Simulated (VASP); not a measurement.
Input:

```
CELL_PARAMETERS angstrom
     -1.56487     1.56487     1.56487
      1.56487    -1.56487     1.56487
      1.56487     1.56487    -1.56487
ATOMIC_POSITIONS crystal
  W  0.00000 0.00000 0.00000
```

These are vdW-DF-cx, VASP's PBE PAW potentials (set 64) (plane waves; VASP) values and carry that method's errors. Settings: 520 eV cut-off, 16×16×16 Γ-centred mesh, first-order Methfessel-Paxton smearing of 0.10 eV, potentials W_sv.

Task: Give the stress tensor in GPa (positive for a compressed cell).

Result: 
```
9.89  0.00  0.00
0.00  9.89  0.00
0.00  0.00  9.89
```
The pressure is its mean diagonal, 9.89 GPa.

The compound is W in the bcc structure. This cell is one point of a volume scan, at 0.97 of the reference volume.
